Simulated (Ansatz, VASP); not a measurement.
## As (Arsenic): VASP beside Ansatz

One calculation is typed for both programs; each brings its own data sets and cutoff. How far apart do they land? The cell is taken from a series of VASP runs on this material, whose earlier steps may have relaxed, scaled or displaced it; both programs get it as it stands.

Method: plane waves, with VASP 6.6.1 beside it; relaxation of cell and atoms at PBE, in Ansatz 0.2.0.

### Step 1. Set-up

It takes space group R-3m (No. 166, trigonal). Conventional cell: a = 3.815 Å, b = 3.815 Å, c = 10.800 Å, α = 90.00°, β = 90.00°, γ = 120.00°. Nearest to As lie 3 As at 2.55 Å.

As a file:

```cif
data_structure
_symmetry_space_group_name_H-M 'P 1'
_symmetry_Int_Tables_number 1
_cell_length_a 4.2205
_cell_length_b 4.2205
_cell_length_c 4.2205
_cell_angle_alpha 53.740
_cell_angle_beta 53.740
_cell_angle_gamma 53.740
_cell_volume 45.38
loop_
_atom_site_label
_atom_site_type_symbol
_atom_site_fract_x
_atom_site_fract_y
_atom_site_fract_z
_atom_site_occupancy
As1 As 0.77349 0.77349 0.77349 1
As2 As 0.22651 0.22651 0.22651 1
```

### Step 2. VASP: relaxation of cell and atoms, PBE

The relaxed volume is the usual yardstick between codes: its relative difference is about their pressure difference at one cell divided by the bulk modulus.

Lines of VASP's logs that name or quote its potential files are left out, and so is its time.

INCAR reads:

```
SYSTEM = As
PREC = Accurate
ENCUT = 520
EDIFF = 1E-07
NELM = 100
ISMEAR = 0
SIGMA = 0.05
LREAL = .FALSE.
ALGO = Normal
GGA = PE
NBANDS = 11
LORBIT = 11
LWAVE = .FALSE.
LCHARG = .FALSE.
KPAR = 4
IBRION = 2
NSW = 50
ISIF = 3
EDIFFG = -0.005
LASPH = .TRUE.
```

POSCAR reads:

```
As
1.0
    1.9075162428      1.1013050163      3.6001213468
   -1.9075162428      1.1013050163      3.6001213468
    0.0000000000     -2.2026100326      3.6001213468
As
2
Direct
    0.7734876847      0.7734876847      0.7734876847
    0.2265123153      0.2265123153      0.2265123153
```

KPOINTS reads:

```
Automatic mesh
0
Gamma
16 16 16
0 0 0
```

PAW data sets: As (PBE family, release 64).

The run is started by

```sh
mpirun -np 4 vasp_std
```

Numbers of over 12 decimals in the logs are rounded to 6 here.

What it wrote:

```text
[banner, memory and clock lines left out]
running    4 mpi-ranks, on    1 nodes
 distrk:  each k-point on    1 cores,    4 groups
 distr:  one band on    1 cores,    1 groups

 POSCAR found type information on POSCAR As
 POSCAR found :  1 types and       2 ions
 LDA part: xc-table for (Slater+PW92), standard interpolation
 POSCAR, INCAR and KPOINTS ok, starting setup
 FFT: planning ... GRIDC
 FFT: planning ... GRID_SOFT
 FFT: planning ... GRID
 WAVECAR not read
 entering main loop
       N       E                     dE             d eps       ncg     rms          rms(c)
DAV:   1     0.294580014983E+02    0.29458E+02   -0.41707E+03  9174   0.751E+02
DAV:   2    -0.773925731506E+01   -0.37197E+02   -0.35681E+02 12747   0.112E+02
DAV:   3    -0.934617243699E+01   -0.16069E+01   -0.16005E+01 11259   0.251E+01
DAV:   4    -0.935503031682E+01   -0.88579E-02   -0.88570E-02 10481   0.212E+00
DAV:   5    -0.935505657285E+01   -0.26256E-04   -0.26255E-04 11101   0.125E-01    0.311E+00
DAV:   6    -0.934646531716E+01    0.85913E-02   -0.51778E-03 10385   0.482E-01    0.187E+00
DAV:   7    -0.934199103594E+01    0.44743E-02   -0.11717E-02 10122   0.746E-01    0.910E-02
DAV:   8    -0.934212048298E+01   -0.12945E-03   -0.46052E-04 10608   0.135E-01    0.343E-02
DAV:   9    -0.934217493754E+01   -0.54455E-04   -0.75142E-05 10430   0.585E-02    0.126E-02
DAV:  10    -0.934217468411E+01    0.25343E-06   -0.56722E-06 10859   0.139E-02    0.375E-03
DAV:  11    -0.934217469816E+01   -0.14057E-07   -0.99090E-07 10307   0.659E-03
   1 F= -.93421747E+01 E0= -.93420984E+01  d E =-.934217E+01
 curvature:   0.00 expect dE= 0.000E+00 dE for cont linesearch  0.000E+00
 trial: gam= 0.00000 g(F)=  0.360E-06 g(S)=  0.436E-06 ort = 0.000E+00 (trialstep = 0.100E+01)
 search vector abs. value=  0.796E-06
 reached required accuracy - stopping structural energy minimisation
```

Parts of OUTCAR (step 2):

```text
ion  position               nearest neighbor table
   1  0.773  0.773  0.773-   2 2.55   2 2.55   2 2.55
   2  0.227  0.227  0.227-   1 2.55   1 2.55   1 2.55

  LATTYP: Found a trigonal (rhomboedric) cell.
 ALAT       =     4.2204697212
 COS(alpha) =     0.5914502892

 Subroutine GETGRP returns: Found 12 space group operations
 (whereof 12 operations were pure point group operations)

The static configuration has the point symmetry D_3d.

 Found    417 irreducible k-points:

   k-points           NKPTS =    417   k-points in BZ     NKDIM =    417   number of bands    NBANDS=     11

   dimension x,y,z NGX =    32 NGY =   32 NGZ =   32
   dimension x,y,z NGXF=    64 NGYF=   64 NGZF=   64

   ENCUT  =  520.0 eV  38.22 Ry    6.18 a.u.   7.85  7.85  7.85*2*pi/ulx,y,z

   NELECT =      10.0000    total number of electrons

 k-points in reciprocal lattice and weights: Automatic mesh
   0.00000000  0.00000000  0.00000000       0.000
   0.06250000  0.00000000  0.00000000       0.001
   0.12500000  0.00000000  0.00000000       0.001
   0.18750000  0.00000000  0.00000000       0.001
   0.25000000  0.00000000  0.00000000       0.001
   0.31250000 -0.00000000  0.00000000       0.001
   0.37500000  0.00000000  0.00000000       0.001
   0.43750000  0.00000000 -0.00000000       0.001
   0.50000000  0.00000000  0.00000000       0.001
[...]
-0.43750000  0.50000000  0.43750000       0.001
   0.50000000  0.50000000  0.50000000       0.000

 average (electrostatic) potential at core
       1 -50.4360       2 -50.4360

 E-fermi :   4.9974

 k-point     1 :       0.0000    0.0000    0.0000
  band No.  band energies     occupation
      1      -9.7024      2.00000
      2      -1.1894      2.00000
      3       2.4886      2.00000
      4       3.0278      2.00000
      5       3.0278      2.00000
      6       6.5371      0.00000
      7       7.7174      0.00000
      8       7.7174      0.00000
      9      11.8329      0.00000
     10      11.8329      0.00000
    ...

 k-point     2 :       0.0625    0.0000    0.0000
  band No.  band energies     occupation
      1      -9.6525      2.00000
      2      -1.3449      2.00000
      3       2.5227      2.00000
      4       2.9612      2.00000
      5       2.9878      2.00000
      6       6.6563      0.00000
      7       7.5958      0.00000
      8       7.6843      0.00000
      9      11.4281      0.00000
     10      11.7548      0.00000
    ...

 k-point     3 :       0.1250    0.0000    0.0000
  band No.  band energies     occupation
      1      -9.5033      2.00000
      2      -1.7803      2.00000
      3       2.5025      2.00000
      4       2.8797      2.00000
      5       2.9430      2.00000
      6       6.7766      0.00000
      7       7.3676      0.00000
      8       7.5637      0.00000
      9      10.8345      0.00000
     10      11.5026      0.00000
    ...

  Total        0.0012417      0.0012417      0.0038699      0.0000000      0.0000000      0.0000000
  in kB        0.0438415      0.0438415      0.1366361      0.0000000      0.0000000      0.0000000
  external PRESSURE =       0.0747730 kB  Pullay stress =       0.0000000 kB

  energy-cutoff  :      520.00
  volume of cell :       45.38
      direct lattice vectors                 reciprocal lattice vectors
     1.907516243  1.101305016  3.600121347     0.262120966  0.151335610  0.092589472
    -1.907516243  1.101305016  3.600121347    -0.262120966  0.151335610  0.092589472
     0.000000000 -2.202610033  3.600121347     0.000000000 -0.302671220  0.092589472

 POSITION                                       TOTAL-FORCE (eV/Angst)
 -----------------------------------------------------------------------------------
      0.00000      0.00000      8.35395         0.000000      0.000000     -0.001933
      0.00000      0.00000      2.44642         0.000000     -0.000000      0.001933
 -----------------------------------------------------------------------------------
    total drift:                                0.000000      0.000000     -0.000000

  FREE ENERGIE OF THE ION-ELECTRON SYSTEM (eV)
  ---------------------------------------------------
  free  energy   TOTEN  =        -9.3421746982 eV

  energy  without entropy=       -9.3420221764  energy(sigma->0) =       -9.34209844

 reached required accuracy - stopping structural energy minimisation

 total charge
# of ion       s       p       d       tot
------------------------------------------
    1        1.304   1.334   0.043   2.680
    2        1.304   1.334   0.043   2.680
--------------------------------------------------
tot          2.607   2.668   0.086   5.361

[... 3 further parts left out ...]
```

The run keeps the 12 symmetry operations of its start, so it cannot find a distortion of lower symmetry.

### Step 3. Ansatz: relaxation of cell and atoms, PBE

Ansatz runs on its default PAW (the set named soft_2) files.

The same cell, functional, mesh and smearing now go to Ansatz, which takes its cutoff from its data sets.

input.yaml reads:

```yaml
crystal:
  lattice:
    - [1.9075162428, 1.1013050163, 3.6001213468]
    - [-1.9075162428, 1.1013050163, 3.6001213468]
    - [0.0, -2.2026100326, 3.6001213468]
  atoms:
    - { symbol: As, position: [0.7734876847, 0.7734876847, 0.7734876847] }
    - { symbol: As, position: [0.2265123153, 0.2265123153, 0.2265123153] }
hamiltonian:
  xc: pbe
  pseudopotentials: { kind: paw }
kpoints:
  mp_grid: { grid: [16, 16, 16] }
scf:
  occupations: { method: gaussian, width: 0.05 }
relax:
  f_tol: 0.01
  max_steps: 60
  cell: { stress_tol: 0.05 }
output:
  forces: true
  stress: true
```

The run is started by

```sh
ansatz run input.yaml --threads 4 --pin off --max-ram 9216MiB --backend cpu --events-out ev --progress --plain --runs-dir out
```

What it wrote:

```text
Engine: ansatz 0.2.0, aarch64-unknown-linux-gnu
Pseudopotentials: kind: paw
Pseudopotential: As, paw, valence charge 15, recommended cutoff 420 eV (normal), As.paw.azcp
Functional definition: PBE
  parameter kappa = 0.804
  parameter beta = 0.066725
  exchange = pbe_x(kappa = kappa, mu = beta*pi^2/3)
  correlation = pbe_c(beta = beta)
Crystal: 2 atoms, lattice volume = 45.378 Å³
Basis set: ecut = 420 eV, 901 PW (Γ), exchange–correlation on 60×60×60 points (8 copies of the dense FFT grid, shifted against one another)
Bands: 19, of which v1, the nominal top of the filled ones, is band 15 counted from 1 (14 counted from 0)
Symmetry: 12 space group operations
Space group: R-3m (ITA 166), of the structure as read, at distance tolerance 3.6e-5 Å
k-points: 417 of 4096
Non-local potential: As, projectors of the file, l = 0: 2, l = 1: 2, l = 2: 3, l = 3: 1
PAW form: soft (Blöchl's): semilocal exchange-correlation on the pseudo side does not see the compensation charge
PAW one-centre angular grid: As, 590 points (default); XC on 64 Gauss nodes
Initial density: superposition of atomic densities (neutral atoms: chi_scale 0, normalization atom), corrected by the library's trained network
Initial wavefunctions: pseudopotential atomic-orbital guess
Functional: x = pbe(κ = 0.804, μ = 0.219515), c = pbe(β = 0.066725)
SCF iter   1: F=—  HF=-9712.272230 eV  |F-HF|=—  |Δ(HF+E_count)|=         —  Δρ=1.54e-3  dr2=9.71e-4  ethr=1.77e-3  ⟨swp⟩=5.8  Hψ=36872  notcnv=0
preconditioner: auto → Kerker (q_TF=auto, 2.546 Å⁻¹)  [metal: Δε(μ)=0.048 eV  Ē_g=9.957 eV  σ=0.050 eV  W_gap=0.49  n_scr=14 (ndim 8)  ℏωp=17.4 eV  f_vac=0.010  D(μ)=0.11/eV (n_scr^D=0)]
SCF iter   2: F=—  HF=-9712.272293 eV  |F-HF|=—  |Δ(HF+E_count)|=   6.31e-5  Δρ=9.01e-4  dr2=3.13e-4  ethr=3.24e-6  ⟨swp⟩=2.0  Hψ=16134  notcnv=0
preconditioner: auto → none  [insulator: Δε(μ)=0.053 eV  Ē_g=9.957 eV  σ=0.050 eV  W_gap=0.53  n_scr=14 (ndim 8)  ℏωp=17.4 eV  f_vac=0.009  D(μ)=0.11/eV (n_scr^D=0)  ε∞_Penn≈4.1]
SCF iter   3: F=—  HF=-9712.272420 eV  |F-HF|=—  |Δ(HF+E_count)|=   1.27e-4  Δρ=2.27e-4  dr2=2.13e-5  ethr=1.04e-6  ⟨swp⟩=2.0  Hψ=14180  notcnv=0
SCF iter   4: F=—  HF=-9712.272408 eV  |F-HF|=—  |Δ(HF+E_count)|=   1.22e-5  Δρ=8.82e-5  dr2=2.07e-6  ethr=7.10e-8  ⟨swp⟩=2.0  Hψ=14180  notcnv=0
iter 5 did not close the SCF: its close was put off for the readings that it lacked (scf_convergence_deferred on its scf_iter line)
SCF iter   5: F=-9712.272411 eV  HF=-9712.272411 eV  |F-HF|=1.19e-8  |Δ(HF+E_count)|=   3.24e-6  Δρ=1.46e-5  dr2=4.47e-8  ethr=6.89e-9  ⟨swp⟩=2.0  Hψ=14186  notcnv=0
SCF iter   6: F=-9712.272411 eV  HF=-9712.272411 eV  |F-HF|=1.30e-8  |Δ(HF+E_count)|=   2.81e-8  Δρ=3.09e-6  dr2=3.27e-9  ethr=1.49e-10  ⟨swp⟩=2.4  Hψ=26490  notcnv=0
SCF 1 converged in 6 iterations: F = -9712.272411 eV  dr2 = 3.27e-9
  greatest PAW one-centre occupation: 0.999 electrons in one spin orbital (limit 2), on the As atom at site 1 (counted from 0), in its partial waves of l = 2
relax step   1: F+E_penalty+E_count = -9712.27241108 eV  Δ(F+E_penalty+E_count) = +0.000e0 eV  max|allowed force component| = 4.563e-2 eV/Å  Δτ_max = 0.0000 Å  P = -0.226 GPa  Ω = 45.378 Å³  (6 SCF iters, dr2 threshold 1.00e-7 eV, accepted)
[...]
relax step   2: F+E_penalty+E_count = -9712.27256090 eV  Δ(F+E_penalty+E_count) = -1.498e-4 eV  max|allowed force component| = 2.614e-2 eV/Å  Δτ_max = 0.0043 Å  P = +0.045 GPa  Ω = 45.339 Å³  energy of the carried Pulay correction = +5.239e-6 eV  (6 SCF iters, dr2 threshold 1.71e-7 eV, accepted)
[...]
relax step   3: F+E_penalty+E_count = -9712.27262285 eV  Δ(F+E_penalty+E_count) = -6.194e-5 eV  max|allowed force component| = 9.730e-5 eV/Å  Δτ_max = 0.0015 Å  P = +0.037 GPa  Ω = 45.315 Å³  energy of the carried Pulay correction = +8.504e-6 eV  (6 SCF iters, dr2 threshold 6.18e-8 eV, accepted)
[...]
relax step   4: F+E_penalty+E_count = -9712.27262946 eV  Δ(F+E_penalty+E_count) = -6.617e-6 eV  max|allowed force component| = 2.660e-3 eV/Å  Δτ_max = 0.0005 Å  P = -0.003 GPa  Ω = 45.370 Å³  energy of the carried Pulay correction = +1.011e-6 eV  (6 SCF iters, dr2 threshold 9.11e-9 eV, accepted)
[...]
relax step   5: F+E_penalty+E_count = -9712.27262919 eV  Δ(F+E_penalty+E_count) = +2.693e-7 eV  max|allowed force component| = 2.662e-3 eV/Å  Δτ_max = 0.0000 Å  P = -0.003 GPa  Ω = 45.370 Å³  stress off target by 1.63e-2 GPa  SCF on the basis re-selected at this cell (its energy is not comparable with the rows above)  (7 SCF iters)
basis re-selected at this cell: Δ(F+E_penalty+E_count) = +2.693e-7 eV, ΔP = +0.000 GPa vs the last step (what re-selecting the basis moved, of the pressure what is left beyond the Pulay correction that the steps carried, after the strain that the cell walked since its last selection, with what the two solves' SCF thresholds leave and, on support functions, any second-order correction that the steps lacked; it is no m [...]
SCF converged after 7 iterations
Free energy (F): -9712.272629 eV
Harris-Foulkes:  -9712.272629 eV  (|F-HF|=0.00e0)
Internal energy: -9712.272475 eV  (E = F + TS)
E sigma→0 (E₀):  -9712.272552 eV
Entropy (-TS):   -0.000155 eV (-0.077 meV/atom)
Fermi energy:    10.042345 eV
--- Per-component energies (eV) ---
  E_band       = -488.343366
  E_kinetic    = 203.963878
  E_local      = -3437.331297  (includes V_loc(G=0)·N_el)
  E_nonlocal   = -1341.537693
  E_hartree    = 1889.107298
  E_xc         = -158.026416
  E_vxc        = -157.824256  (∫ρ·V_xc dr)
  E_paw        = -3669.034900  (= ΣΔE_a)
  E_vpaw       = 466.171390  (= ΣTr[D̂ρ^β])
  E_aug_tail   = 0.000017  (compensation charges beyond the density's cutoff)
  E_ewald      = -3199.413361
  E_smearing   = -0.000155  (= −TS)
  E_closure    = -0.000000  (closes the sum)
  Σ components = -9712.272629   (vs F -9712.272629, Δ=0.00e0)
--- Forces (eV/Å), atoms counted from 1 ---
  atom   1  As    -0.00000000     0.00000000     0.00266150
  atom   2  As     0.00000000    -0.00000000    -0.00266150
  max |Σ_I F_I| component: 1.73e-18 eV/Å
--- Stress (GPa, compression-positive) ---
       -0.013144      -0.000000      -0.000000
       -0.000000      -0.013144       0.000000
       -0.000000       0.000000       0.016283
  P = ⅓ Tr σ = -0.0033 GPa (-0.033 kbar)
--- Relaxed structure (4 steps of the walk, 4 accepted, 1 SCFs on fresh bases) ---
  F+E_penalty+E_count = -9712.27262919 eV   max|allowed force component| = 2.662e-3 eV/Å   (the final SCF, on the basis selected at the relaxed cell)
  cell:  # Å, volume = 45.3704 Å³
    - [1.904881, 1.099784, 3.609491]
    - [-1.904881, 1.099784, 3.609491]
    - [0, -2.199567, 3.609491]
  atoms:
    - { symbol: As, position: [0.773796, 0.773796, 0.773796] }
    - { symbol: As, position: [0.226204, 0.226204, 0.226204] }
```

It took 24 s on 4 threads of Arm Neoverse V1, shared host; peak memory 0.59 GiB; 91 s of CPU time.

### Step 4. Differences

Known differences besides the potentials themselves: both relaxations stop at a tolerance, which leaves soft axes loose, and VASP keeps its plane-wave basis; the data sets hold 30 valence electrons in Ansatz (default PAW (the set named soft_2) files) and 10 in VASP; the cutoff is 420 eV in Ansatz and 520 eV in VASP; Ansatz adds a Pulay correction to the stress that steers its cell, VASP none. Total energies have different zeros and are not compared.

Both answers:

```tsv
quantity	Ansatz	VASP	difference
volume (Å³)	45.37	45.38	-0.02 %
edge a after relaxation, in the typed setting (Å)	4.227	4.221	+0.15 %
```

The walks stopped with 0.00 GPa left in Ansatz and 0.01 GPa in VASP; each walk ends within a tolerance, so the volume difference is uncertain by about these residues over the bulk modulus, most in soft cells.

### Step 5. What came out

| Quantity | Value |
| --- | --- |
| difference in edge a after relaxation, in the typed setting (relaxation of cell and atoms, PBE) | 0.15 % |

The difference in edge a after relaxation, in the typed setting is 0.15 % (relaxation of cell and atoms, PBE), within the 1.2 % picked in this series as the mark of a large difference, as far as the stopping tolerances let one tell. How closely two codes agree says nothing of how well the functional describes the real material.

[Lines on the potential files, build, host, timing and source positions are cut from VASP's logs without a mark.]

[Logs are printed without paths, hosts, clocks, repeated set-up lines and the standing remarks that a program may print on its own settings, such as how far it seeks lower states.]

[Hosts, paths, dates, database ids (printed as entryN), source tags and the programs' standing remarks are cut or masked in the printed files.]
